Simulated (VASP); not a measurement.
Method: LDA (Ceperley-Alder, Perdew-Zunger), VASP's LDA PAW potentials (set 64) (plane waves; VASP). Each cell was relaxed at this level, without spin-orbit coupling.

Which of these comes out without a gap?
A. MoS2, P6_3/mmc (194)
B. SiC, F-43m (216)
C. Ti, P6_3/mmc (194)
D. BaO, Fm-3m (225)

C, Ti, P6_3/mmc (194). The others have gaps of 1.29 eV (SiC, F-43m (216)), 0.69 eV (MoS2, P6_3/mmc (194)), 1.70 eV (BaO, Fm-3m (225)).
